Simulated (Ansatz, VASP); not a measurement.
## AlN (6H polytype (invented)) in two plane-wave programs

Aim: how closely do two programs agree when they are given the same cell, functional and k mesh? The cell is taken from a series of runs on this material, whose earlier steps may have relaxed, scaled, displaced or heated it; both programs get it as it stands.

Method: plane waves, with VASP 6.6.1 beside it; relaxation of cell and atoms at r2SCAN, in Ansatz 0.2.0.

### 1. The structure

The structure is hexagonal, space group P6_3mc (No. 186). Conventional cell: a = 3.094 Å, b = 3.094 Å, c = 15.081 Å, α = 90.00°, β = 90.00°, γ = 120.00°. Nearest to Al lie 4 N at 1.89 Å. Nearest to Al lie 4 N at 1.89 to 1.90 Å. Nearest to N lie 4 Al at 1.89 Å. Nearest to N lie 4 Al at 1.89 to 1.90 Å. Nearest to N lie 4 Al at 1.89 to 1.90 Å. Farther neighbours and most contacts between anions are not listed.

Coordinates:

```xyz
12
Lattice="3.0943 0.0000 0.0000 -1.5472 2.6797 0.0000 0.0000 0.0000 15.0809" Properties=species:S:1:pos:R:3 pbc="T T T"
Al    0.0000    0.0000    0.0022
Al    0.0000    1.7865    2.5017
Al    1.5472    0.8932    5.0227
Al    0.0000    0.0000    7.5426
Al    1.5472    0.8932   10.0421
Al    0.0000    1.7865   12.5631
N     0.0000    0.0000    1.8896
N     0.0000    1.7865    4.3999
N     1.5472    0.8932    6.9201
N     0.0000    0.0000    9.4300
N     1.5472    0.8932   11.9403
N     0.0000    1.7865   14.4606
```

### 2. VASP: relaxation of cell and atoms, r2SCAN

The relaxed volume is the usual yardstick between codes: in a stiff, nearly cubic crystal its relative difference is about their pressure difference at one cell divided by the bulk modulus.

Lines of VASP's logs that name or quote its potential files are left out, and so is its time.

INCAR

```
SYSTEM = AlN
PREC = Accurate
ENCUT = 660
EDIFF = 1E-07
NELM = 120
ISMEAR = 0
SIGMA = 0.01
LREAL = .FALSE.
ALGO = Normal
METAGGA = R2SCAN
LASPH = .TRUE.
NBANDS = 36
LORBIT = 11
LWAVE = .FALSE.
LCHARG = .FALSE.
ISIF = 3
IBRION = 2
NSW = 80
EDIFFG = -0.005
GGA_COMPAT = .FALSE.
NELMIN = 4
EFERMI = MIDGAP
LMIXTAU = .TRUE.
KPAR = 2
```

POSCAR

```
AlN
1.0
    3.0943020000      0.0000000000      0.0000000000
   -1.5471510000      2.6797440000      0.0000000000
    0.0000000000      0.0000000000     15.0808560000
Al N
6 6
Direct
    0.0000000000      0.0000000000      0.0001459466
    0.3333333333      0.6666666667      0.1658870027
    0.6666666667      0.3333333333      0.3330509886
    0.0000000000      0.0000000000      0.5001459466
    0.6666666667      0.3333333333      0.6658870027
    0.3333333333      0.6666666667      0.8330509886
    0.0000000000      0.0000000000      0.1252948772
    0.3333333333      0.6666666667      0.2917522056
    0.6666666667      0.3333333333      0.4588689793
    0.0000000000      0.0000000000      0.6252948772
    0.6666666667      0.3333333333      0.7917522056
    0.3333333333      0.6666666667      0.9588689793
```

KPOINTS

```
Automatic mesh
0
Gamma
9 9 2
0 0 0
```

Potentials, in the order of the species: Al and N (PBE family, release 64).

Started as:

```
$ mpirun -np 2 vasp_std
```

Numbers of over 12 decimals in the logs are rounded to 6 here.

The program printed:

```text
[banner, memory and clock lines left out]
running    2 mpi-ranks, on    1 nodes
 distrk:  each k-point on    1 cores,    2 groups
 distr:  one band on    1 cores,    1 groups

 POSCAR found type information on POSCAR AlN
 POSCAR found :  2 types and      12 ions
|                                                                             |
|               ----> ADVICE to this user running VASP <----                  |
|                                                                             |
|     You enforced a specific xc type in the INCAR file but a different       |
|     [... a line on the potential file left out ...]
|     I HOPE YOU KNOW WHAT YOU ARE DOING!                                     |
|                                                                             |

 LDA part: xc-table for (None), standard interpolation
 POSCAR, INCAR and KPOINTS ok, starting setup
 FFT: planning ... GRIDC
 FFT: planning ... GRID_SOFT
 FFT: planning ... GRID
 WAVECAR not read
 entering main loop
       N       E                     dE             d eps       ncg     rms          rms(c)
DAV:   1     0.186950137476E+03    0.18695E+03   -0.26078E+04  1728   0.149E+03
DAV:   2    -0.120459920062E+03   -0.30741E+03   -0.28964E+03  2244   0.303E+02
DAV:   3    -0.140907579618E+03   -0.20448E+02   -0.20303E+02  2260   0.842E+01
DAV:   4    -0.141162545268E+03   -0.25497E+00   -0.25457E+00  2160   0.107E+01
DAV:   5    -0.141166513906E+03   -0.39686E-02   -0.39674E-02  2208   0.130E+00    0.218E+01
DAV:   6    -0.120206844228E+03    0.20960E+02   -0.44726E+01  2100   0.314E+01    0.937E+00
DAV:   7    -0.118385362745E+03    0.18215E+01   -0.31085E+00  2056   0.110E+01    0.579E+00
DAV:   8    -0.120665750191E+03   -0.22804E+01   -0.77766E-01  1808   0.811E+00    0.310E+00
DAV:   9    -0.118298209813E+03    0.23675E+01   -0.79529E-01  1808   0.740E+00    0.136E+00
DAV:  10    -0.114302291152E+03    0.39959E+01   -0.37228E-01  1736   0.464E+00    0.106E+00
DAV:  11    -0.114239978042E+03    0.62313E-01   -0.20846E-02  2076   0.108E+00    0.789E-01
DAV:  12    -0.114529846550E+03   -0.28987E+00   -0.98867E-02  1772   0.234E+00    0.619E-01
DAV:  13    -0.114866061739E+03   -0.33622E+00   -0.11218E-01  1868   0.220E+00    0.310E-01
DAV:  14    -0.115122517988E+03   -0.25646E+00   -0.37611E-02  1792   0.134E+00    0.239E-01
[...]
DAV:  27    -0.115162463144E+03   -0.37715E-05   -0.59195E-07  2076   0.684E-03    0.260E-03
DAV:  28    -0.115162462417E+03    0.72764E-06   -0.59840E-07  1836   0.646E-03    0.179E-03
DAV:  29    -0.115162465944E+03   -0.35273E-05   -0.20014E-07  1468   0.275E-03    0.556E-04
DAV:  30    -0.115162463939E+03    0.20050E-05   -0.12983E-07  1036   0.209E-03    0.415E-04
DAV:  31    -0.115162463352E+03    0.58655E-06   -0.15104E-08   948   0.110E-03    0.301E-04
DAV:  32    -0.115162463936E+03   -0.58345E-06   -0.30794E-09   936   0.436E-04    0.227E-04
DAV:  33    -0.115162463812E+03    0.12396E-06   -0.22212E-09   936   0.407E-04    0.870E-05
DAV:  34    -0.115162463886E+03   -0.74212E-07   -0.46330E-10   924   0.151E-04
   1 F= -.11516246E+03 E0= -.11516246E+03  d E =-.115162E+03
 curvature:   0.00 expect dE= 0.000E+00 dE for cont linesearch  0.000E+00
 trial: gam= 0.00000 g(F)=  0.350E-05 g(S)=  0.670E-03 ort = 0.000E+00 (trialstep = 0.100E+01)
 search vector abs. value=  0.674E-03
 bond charge predicted
       N       E                     dE             d eps       ncg     rms          rms(c)
DAV:   1    -0.115163447209E+03   -0.98340E-03   -0.22218E-02  1976   0.857E-01    0.211E-01
DAV:   2    -0.115162221952E+03    0.12253E-02   -0.27547E-03  2000   0.254E-01    0.662E-02
DAV:   3    -0.115161842074E+03    0.37988E-03   -0.31795E-04  2068   0.953E-02    0.220E-02
DAV:   4    -0.115162364381E+03   -0.52231E-03   -0.67174E-05  1792   0.662E-02    0.971E-03
DAV:   5    -0.115162125930E+03    0.23845E-03   -0.24604E-05  1788   0.536E-02    0.447E-03
DAV:   6    -0.115162444733E+03   -0.31880E-03   -0.21183E-05  1792   0.453E-02    0.463E-03
DAV:   7    -0.115162363406E+03    0.81327E-04   -0.78638E-06  1772   0.279E-02    0.114E-03
DAV:   8    -0.115162386116E+03   -0.22709E-04   -0.42048E-07  2108   0.507E-03    0.420E-04
DAV:   9    -0.115162358187E+03    0.27928E-04   -0.94732E-08  1280   0.354E-03    0.447E-04
DAV:  10    -0.115162370559E+03   -0.12371E-04   -0.49388E-08  1244   0.196E-03    0.306E-04
DAV:  11    -0.115162370901E+03   -0.34282E-06   -0.69590E-09   940   0.578E-04    0.216E-04
DAV:  12    -0.115162374347E+03   -0.34459E-05   -0.21631E-09   936   0.557E-04    0.678E-05
DAV:  13    -0.115162372581E+03    0.17667E-05   -0.90746E-10   924   0.301E-04    0.257E-05
DAV:  14    -0.115162372937E+03   -0.35674E-06   -0.59355E-10   912   0.205E-04    0.123E-05
DAV:  15    -0.115162373144E+03   -0.20704E-06   -0.16455E-10   908   0.101E-04    0.206E-05
DAV:  16    -0.115162372859E+03    0.28554E-06   -0.37888E-11   900   0.659E-05    0.803E-06
DAV:  17    -0.115162372788E+03    0.70524E-07   -0.79909E-12   896   0.156E-05
   2 F= -.11516237E+03 E0= -.11516237E+03  d E =0.910978E-04
 trial-energy change:    0.000091  1 .order   -0.000000   -0.000674    0.000673
 step:   0.4022(harm=  0.5003)  dis= 0.00007  next Energy=  -115.162593 (dE=-0.130E-03)
 bond charge predicted
       N       E                     dE             d eps       ncg     rms          rms(c)
DAV:   1    -0.115162886590E+03   -0.51373E-03   -0.79338E-03  1976   0.511E-01    0.126E-01
DAV:   2    -0.115162461095E+03    0.42549E-03   -0.98570E-04  1996   0.152E-01    0.395E-02
DAV:   3    -0.115162492217E+03   -0.31122E-04   -0.11267E-04  2068   0.567E-02    0.132E-02
DAV:   4    -0.115162469611E+03    0.22606E-04   -0.23718E-05  1784   0.395E-02    0.577E-03
DAV:   5    -0.115162685637E+03   -0.21603E-03   -0.87008E-06  1800   0.318E-02    0.264E-03
DAV:   6    -0.115162501174E+03    0.18446E-03   -0.75533E-06  1780   0.270E-02    0.273E-03
DAV:   7    -0.115162594099E+03   -0.92925E-04   -0.27365E-06  1784   0.164E-02    0.693E-04
DAV:   8    -0.115162581214E+03    0.12884E-04   -0.14179E-07  1516   0.305E-03    0.245E-04
DAV:   9    -0.115162599556E+03   -0.18341E-04   -0.40906E-08  1060   0.204E-03    0.300E-04
DAV:  10    -0.115162590560E+03    0.89960E-05   -0.16091E-08   932   0.115E-03    0.188E-04
DAV:  11    -0.115162591073E+03   -0.51319E-06   -0.21792E-09   908   0.320E-04    0.134E-04
DAV:  12    -0.115162589006E+03    0.20668E-05   -0.31773E-09   888   0.519E-04    0.367E-05
DAV:  13    -0.115162589534E+03   -0.52763E-06   -0.31577E-10   888   0.120E-04    0.207E-05
DAV:  14    -0.115162589453E+03    0.80351E-07   -0.56091E-11   888   0.521E-05
   3 F= -.11516259E+03 E0= -.11516259E+03  d E =-.125567E-03
 curvature:  -0.24 expect dE=-0.636E-05 dE for cont linesearch -0.634E-05
 trial: gam=-0.15856 g(F)=  0.351E-06 g(S)=  0.261E-04 ort = 0.133E-03 (trialstep = 0.880E+00)
 search vector abs. value=  0.111E-05
 reached required accuracy - stopping structural energy minimisation
```

OUTCAR, selected parts (step 2):

```text
ion  position               nearest neighbor table
   1  0.000  0.000  0.000-   7 1.89  12 1.89  12 1.89  12 1.89   2 3.07   2 3.07   2 3.07   6 3.09
                             6 3.09   6 3.09
   2  0.333  0.667  0.166-   7 1.89   7 1.89   7 1.89   8 1.90   1 3.07   1 3.07   1 3.07   3 3.09
                             3 3.09   3 3.09
   3  0.667  0.333  0.333-   8 1.89   8 1.89   8 1.89   9 1.90   4 3.09   4 3.09   4 3.09   2 3.09
                             2 3.09   2 3.09
   4  0.000  0.000  0.500-  10 1.89   9 1.89   9 1.89   9 1.89   5 3.07   5 3.07   5 3.07   3 3.09
                             3 3.09   3 3.09
   5  0.667  0.333  0.666-  10 1.89  10 1.89  10 1.89  11 1.90   4 3.07   4 3.07   4 3.07   6 3.09
                             6 3.09   6 3.09
   6  0.333  0.667  0.833-  11 1.89  11 1.89  11 1.89  12 1.90   1 3.09   1 3.09   1 3.09   5 3.09
                             5 3.09   5 3.09
   7  0.000  0.000  0.125-   1 1.89   2 1.89   2 1.89   2 1.89
   8  0.333  0.667  0.292-   3 1.89   3 1.89   3 1.89   2 1.90
   9  0.667  0.333  0.459-   4 1.89   4 1.89   4 1.89   3 1.90
  10  0.000  0.000  0.625-   4 1.89   5 1.89   5 1.89   5 1.89
  11  0.667  0.333  0.792-   6 1.89   6 1.89   6 1.89   5 1.90
  12  0.333  0.667  0.959-   1 1.89   1 1.89   1 1.89   6 1.90

  LATTYP: Found a hexagonal cell.
 ALAT       =     3.0943020000
 C/A-ratio  =     4.8737505260

 Subroutine GETGRP returns: Found 12 space group operations
 (whereof  6 operations were pure point group operations)

The static configuration has the point symmetry C_3v.
 The point group associated with its full space group is C_6v.

 Found     24 irreducible k-points:

   k-points           NKPTS =     24   k-points in BZ     NKDIM =     24   number of bands    NBANDS=     36

   dimension x,y,z NGX =    28 NGY =   28 NGZ =  126
   dimension x,y,z NGXF=    56 NGYF=   56 NGZF=  252

   ENCUT  =  660.0 eV  48.51 Ry    6.96 a.u.   6.48  6.48 31.59*2*pi/ulx,y,z

   NELECT =      48.0000    total number of electrons

 k-points in reciprocal lattice and weights: Automatic mesh
   0.00000000  0.00000000  0.00000000       0.006
   0.11111111 -0.00000000  0.00000000       0.037
   0.22222222 -0.00000000  0.00000000       0.037
   0.33333333  0.00000000  0.00000000       0.037
   0.44444444 -0.00000000  0.00000000       0.037
   0.11111111  0.11111111  0.00000000       0.037
   0.22222222  0.11111111  0.00000000       0.074
   0.33333333  0.11111111  0.00000000       0.074
   0.44444444  0.11111111  0.00000000       0.037
[...]
0.33333333  0.22222222  0.50000000       0.074
   0.33333333  0.33333333  0.50000000       0.012

 average (electrostatic) potential at core
       1 -74.5432       2 -74.4857       3 -74.5193       4 -74.5432       5 -74.4857
       6 -74.5193       7 -62.7052       8 -62.7330       9 -62.8189      10 -62.7052
      11 -62.7330      12 -62.8189

 E-fermi :   8.0425

 k-point     1 :       0.0000    0.0000    0.0000
  band No.  band energies     occupation
    ...
     20       5.5690      2.00000
     21       5.5690      2.00000
     22       5.6998      2.00000
     23       5.6998      2.00000
     24       5.7614      2.00000
     25      10.6655      0.00000
     26      12.0493      0.00000
     27      12.1890      0.00000
     28      13.4181      0.00000
     29      13.6768      0.00000
    ...

 k-point     2 :       0.1111   -0.0000    0.0000
  band No.  band energies     occupation
    ...
     20       5.2920      2.00000
     21       5.4661      2.00000
     22       5.4958      2.00000
     23       5.6783      2.00000
     24       5.7049      2.00000
     25      11.3726      0.00000
     26      12.4468      0.00000
     27      12.5676      0.00000
     28      13.7522      0.00000
     29      14.0576      0.00000
    ...

 k-point     3 :       0.2222   -0.0000    0.0000
  band No.  band energies     occupation
    ...
     20       4.9343      2.00000
     21       5.2411      2.00000
     22       5.2760      2.00000
     23       5.5310      2.00000
     24       5.5472      2.00000
     25      12.4933      0.00000
     26      12.6141      0.00000
     27      12.6561      0.00000
     28      13.2591      0.00000
     29      13.5865      0.00000
    ...

  Total       -0.0467780     -0.0467780     -0.0459229      0.0000000      0.0000000     -0.0000000
  in kB       -0.6000221     -0.6000220     -0.5890538      0.0000000      0.0000000     -0.0000000
  external PRESSURE =      -0.5963660 kB  Pullay stress =       0.0000000 kB

  energy-cutoff  :      660.00
  volume of cell :      124.91
      direct lattice vectors                 reciprocal lattice vectors
     3.093137524  0.000000000 -0.000000000     0.323296327  0.186655231  0.000000000
    -1.546568762  2.678735534  0.000000000     0.000000000  0.373310462  0.000000000
     0.000000000 -0.000000000 15.074965422     0.000000000  0.000000000  0.066335144

 POSITION                                       TOTAL-FORCE (eV/Angst)
 -----------------------------------------------------------------------------------
      0.00000     -0.00000      0.00225        -0.000000     -0.000000      0.000783
     -0.00000      1.78582      2.50075         0.000000     -0.000000      0.000141
      1.54657      0.89291      5.02080        -0.000000      0.000000      0.001175
     -0.00000      0.00000      7.53974        -0.000000      0.000000      0.000783
      1.54657      0.89291     10.03823        -0.000000      0.000000      0.000141
     -0.00000      1.78582     12.55828         0.000000     -0.000000      0.001175
      0.00000     -0.00000      1.88878        -0.000000     -0.000000     -0.000531
     -0.00000      1.78582      4.39810         0.000000     -0.000000     -0.001017
      1.54657      0.89291      6.91739        -0.000000     -0.000000     -0.000552
     -0.00000      0.00000      9.42626         0.000000     -0.000000     -0.000531
      1.54657      0.89291     11.93559        -0.000000      0.000000     -0.001017
     -0.00000      1.78582     14.45487         0.000000      0.000000     -0.000552
 -----------------------------------------------------------------------------------
    total drift:                               -0.000000     -0.000000      0.065811

  FREE ENERGIE OF THE ION-ELECTRON SYSTEM (eV)
  ---------------------------------------------------
  free  energy   TOTEN  =      -115.1625894533 eV

  energy  without entropy=     -115.1625894533  energy(sigma->0) =     -115.16258945

 reached required accuracy - stopping structural energy minimisation

 total charge
# of ion       s       p       d       tot
------------------------------------------
    1        0.369   0.455   0.000   0.825
    2        0.368   0.452   0.000   0.820
    3        0.369   0.453   0.000   0.821
    4        0.369   0.455   0.000   0.825
    5        0.368   0.452   0.000   0.820
    6        0.369   0.453   0.000   0.821
    7        1.228   2.670   0.000   3.898
    8        1.227   2.661   0.000   3.888
    9        1.228   2.662   0.000   3.890
   10        1.228   2.670   0.000   3.898
   11        1.227   2.661   0.000   3.888
   12        1.228   2.662   0.000   3.890
--------------------------------------------------
tot          9.578  18.705   0.000  28.283

[... 3 further parts left out ...]
```

The run keeps the 12 symmetry operations of its start, so it cannot find a distortion of lower symmetry.

[end of part 1 of 2]

[Lines on the potential files, build, host, timing and source positions are cut from VASP's logs without a mark.]

[Logs are printed without paths, hosts, clocks, repeated set-up lines and the standing remarks that a program may print on its own settings, such as how far it seeks lower states.]

[Hosts, paths, dates, database ids (printed as entryN), source tags and the programs' standing remarks are cut or masked in the printed files.]
